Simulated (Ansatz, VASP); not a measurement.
# Hg2Ge in two plane-wave programs, part 2 of 2

Aim: how closely do two programs agree when they are given the same cell, functional and k mesh? The cell is generated by rule, not measured, and may not be a known phase. Of the first pair: The cell is taken from a series of runs on this material, whose earlier steps may have relaxed, scaled, displaced or heated it; both programs get it as it stands.

VASP 6.6.1 and Ansatz 0.2.0.

So far: Set-up; VASP: relaxation of cell and atoms, PBEsol, pair 1; Ansatz: relaxation of cell and atoms, PBEsol, pair 1.

## Step 4: Comparison

Known differences besides the potentials themselves: the data sets hold 108 valence electrons in Ansatz (on its default PAW (the set named soft_2) files) and 76 in VASP; the cutoff is 420 eV in Ansatz and 500 eV in VASP; Ansatz makes its cores anew for this functional, VASP keeps those of its PBE data sets; Ansatz adds a Pulay correction to the stress that steers its cell, VASP none. Total energies have different zeros and are not compared.

Compared:

```
                                         quantity  Ansatz    VASP  difference
                                      volume (Å³)  194.98  195.96     -0.50 %
edge a after relaxation, in the typed setting (Å)   5.799   5.808     -0.17 %
```

## Step 5: Ansatz: relaxation of cell and atoms, PBEsol, pair 2

The relaxed volume is the usual yardstick between codes: in a stiff, nearly cubic crystal its relative difference is about their pressure difference at one cell divided by the bulk modulus. Its start cell is another than that of the pair before, and may be another structure of the material.

The two relaxations start from unlike cells of this crystal (the structure described is Ansatz's start), so only their ends are compared.

Input file input.yaml:

```yaml
crystal:
  lattice:
    - [6.13746, 0.0, 0.0]
    - [0.0, 6.13746, 0.0]
    - [0.0, 0.0, 6.13746]
  atoms:
    - { symbol: Ge, position: [0.0, 0.0, 0.0] }
    - { symbol: Ge, position: [0.5, 0.5, 0.5] }
    - { symbol: Hg, position: [0.25, 0.25, 0.25] }
    - { symbol: Hg, position: [0.75, 0.75, 0.25] }
    - { symbol: Hg, position: [0.75, 0.25, 0.75] }
    - { symbol: Hg, position: [0.25, 0.75, 0.75] }
kpoints:
  mp_grid: { grid: [6, 6, 6] }
hamiltonian:
  xc: pbesol
scf:
  occupations: { method: gaussian, width: 0.1 }
output:
  forces: true
  stress: true
  eigenvalues: true
  write_density: true
  write_potential: true
  elf: true
  volumetric_format: npy
relax:
  adjacent_minimum: "off"
  f_tol: 0.005
  max_steps: 80
  cell: { stress_tol: 0.05 }
```

Started as:

```sh
ansatz run input.yaml --threads 8 --pin off --max-ram 14336MiB --backend cpu --events-out ev --progress --plain --runs-dir out
```

Numbers of over 12 decimals in the logs are rounded to 6 here.

Output:

```text
[...]
Crystal: 6 atoms, lattice volume = 231.188 Å³
Basis set: ecut = 420 eV, 4553 PW (Γ), exchange–correlation on 90×90×90 points (8 copies of the dense FFT grid, shifted against one another)
Bands: 65, of which v1, the nominal top of the filled ones, is band 54 counted from 1 (53 counted from 0)
Symmetry: 48 space group operations
[...]
k-points: 20 of 216
[...]
--- Relaxed structure (4 steps of the walk, 4 accepted, 1 SCFs on fresh bases) ---
[...]
cell:  # Å, volume = 194.9806 Å³
    - [5.798697, 0, 0]
    - [0, 5.798697, 0]
    - [0, 0, 5.798697]
  atoms:
    - { symbol: Ge, position: [0, 0, 0] }
    - { symbol: Ge, position: [0.5, 0.5, 0.5] }
    - { symbol: Hg, position: [0.25, 0.25, 0.25] }
    - { symbol: Hg, position: [0.75, 0.75, 0.25] }
    - { symbol: Hg, position: [0.75, 0.25, 0.75] }
    - { symbol: Hg, position: [0.25, 0.75, 0.75] }
[key lines of the parts left out:]
SCF converged after 7 iterations
Free energy (F): -63177.852775 eV
Fermi energy:    7.745829 eV
P = ⅓ Tr σ = 0.0020 GPa (0.020 kbar)
```

## Step 6: VASP: relaxation of cell and atoms, PBEsol, pair 2

Its own start cell and the same functional, mesh and smearing now go to VASP, with its own data sets.

Input file INCAR:

```
SYSTEM = Hg2Ge
PREC = Accurate
ENCUT = 500
EDIFF = 1E-07
NELM = 120
ISMEAR = 0
SIGMA = 0.1
LREAL = .FALSE.
ALGO = Normal
GGA = PS
NBANDS = 47
LORBIT = 11
LWAVE = .FALSE.
LCHARG = .FALSE.
ISIF = 3
IBRION = 2
NSW = 80
EDIFFG = -0.005
LASPH = .TRUE.
GGA_COMPAT = .FALSE.
NELMIN = 4
EFERMI = MIDGAP
KPAR = 2
```

Input file POSCAR:

```
Hg2Ge
1.0
    5.8096065851      0.0000000000      0.0000000000
    0.0000000000      5.8096065851      0.0000000000
    0.0000000000      0.0000000000      5.8096065851
Ge Hg
2 4
Direct
    0.0000000000      0.0000000000      0.0000000000
    0.5000000000      0.5000000000      0.5000000000
    0.2500000000      0.2500000000      0.2500000000
    0.7500000000      0.7500000000      0.2500000000
    0.7500000000      0.2500000000      0.7500000000
    0.2500000000      0.7500000000      0.7500000000
```

Input file KPOINTS:

```
Automatic mesh
0
Gamma
6 6 6
0 0 0
```

PAW data sets: Ge_d and Hg (PBE family, release 64).

Started as:

```sh
mpirun -np 2 vasp_std
```

Output:

```text
[banner, memory and clock lines left out]
running    2 mpi-ranks, on    1 nodes
[...]
[... a notice as in an earlier step ...]

 LDA part: xc-table for (Slater+PW92), standard interpolation
 POSCAR, INCAR and KPOINTS ok, starting setup
[...]
entering main loop
       N       E                     dE             d eps       ncg     rms          rms(c)
DAV:   1     0.815705489574E+03    0.81571E+03   -0.34930E+04  2442   0.264E+03
DAV:   2     0.959898124450E+02   -0.71972E+03   -0.68851E+03  1903   0.852E+02
DAV:   3    -0.586628834504E+01   -0.10186E+03   -0.10028E+03  2055   0.184E+02
DAV:   4    -0.120485711756E+02   -0.61823E+01   -0.61745E+01  2111   0.509E+01
[...]
DAV:  13    -0.109083269798E+02   -0.12783E-06   -0.60607E-07  1733   0.439E-03    0.309E-03
DAV:  14    -0.109083272955E+02   -0.31564E-06   -0.21881E-07  1473   0.227E-03    0.105E-03
DAV:  15    -0.109083272802E+02    0.15245E-07   -0.62332E-08  1206   0.211E-03
   1 F= -.10908327E+02 E0= -.10908327E+02  d E =-.109083E+02
[...]
N       E                     dE             d eps       ncg     rms          rms(c)
DAV:   1    -0.109089432057E+02   -0.61591E-03   -0.11148E-02  2204   0.928E-01    0.171E-01
DAV:   2    -0.109084144510E+02    0.52875E-03   -0.13552E-03  2144   0.310E-01    0.574E-02
DAV:   3    -0.109083533630E+02    0.61088E-04   -0.12996E-04  2195   0.816E-02    0.455E-02
DAV:   4    -0.109083403174E+02    0.13046E-04   -0.17861E-05  2301   0.247E-02    0.673E-03
DAV:   5    -0.109083398190E+02    0.49849E-06   -0.38246E-06  2013   0.136E-02    0.288E-03
DAV:   6    -0.109083401537E+02   -0.33477E-06   -0.26730E-07  1597   0.444E-03    0.128E-03
DAV:   7    -0.109083401651E+02   -0.11334E-07   -0.35537E-08  1073   0.188E-03
   2 F= -.10908340E+02 E0= -.10908340E+02  d E =-.128848E-04
 trial-energy change:   -0.000013  1 .order   -0.000012   -0.000027    0.000003
 step:   0.9134(harm=  0.9008)  dis= 0.00000  next Energy=   -10.908340 (dE=-0.130E-04)
 reached required accuracy - stopping structural energy minimisation
```

OUTCAR, selected parts (step 6):

```text
  Total        0.0036950      0.0036950      0.0036950      0.0000000      0.0000000      0.0000000
  in kB        0.0302157      0.0302157      0.0302157      0.0000000      0.0000000      0.0000000
  external PRESSURE =       0.0302157 kB  Pullay stress =       0.0000000 kB

 POSITION                                       TOTAL-FORCE (eV/Angst)
 -----------------------------------------------------------------------------------
      5.80804      5.80804      5.80804        -0.000000      0.000000     -0.000000
      2.90402      2.90402      2.90402         0.000000      0.000000      0.000000
      1.45201      1.45201      1.45201         0.000000     -0.000000     -0.000000
      4.35603      4.35603      1.45201        -0.000000      0.000000      0.000000
      4.35603      1.45201      4.35603         0.000000     -0.000000      0.000000
      1.45201      4.35603      4.35603         0.000000      0.000000      0.000000
 -----------------------------------------------------------------------------------
    total drift:                                0.000000      0.000000     -0.000000

  FREE ENERGIE OF THE ION-ELECTRON SYSTEM (eV)
  ---------------------------------------------------
  free  energy   TOTEN  =       -10.9083401651 eV

  energy  without entropy=      -10.9083401629  energy(sigma->0) =      -10.90834016

[... 1 part as in an earlier step ...]

[... 3 further parts left out ...]
[key lines of the parts left out:]
E-fermi :   1.0365
```

## Step 7: Side by side

What differs besides the data sets and the points named for the pairs above, as far as they apply: the data sets hold 108 valence electrons in Ansatz (on its default PAW (the set named soft_2) files) and 76 in VASP. Total energies have different zeros and are not compared.

Compared:

```
                                         quantity  Ansatz    VASP  difference
                                      volume (Å³)  194.98  195.92     -0.48 %
edge a after relaxation, in the typed setting (Å)   5.799   5.808     -0.16 %
```

## Step 8: Summary of results

| Property | Result |
| --- | --- |
| difference in volume (relaxation of cell and atoms, PBEsol, pair 1) | -0.50 % |
| difference in volume (relaxation of cell and atoms, PBEsol, pair 2) | -0.48 % |

The difference in volume is -0.50 % (relaxation of cell and atoms, PBEsol, pair 1), within the 1.2 % picked in this series as the mark of a large difference, as far as the stopping tolerances let one tell. The data sets hold unlike numbers of valence electrons (108 in Ansatz and 76 in VASP), so part of the differences comes from the potentials. How closely two codes agree says nothing of how well the functional describes the real material.

[Lines on the potential files, build, host, timing and source positions are cut from VASP's logs without a mark.]

[Logs are printed without paths, hosts, clocks, repeated set-up lines and the standing remarks that a program may print on its own settings, such as how far it seeks lower states.]

[Hosts, paths, dates, database ids (printed as entryN), source tags and the programs' standing remarks are cut or masked in the printed files.]
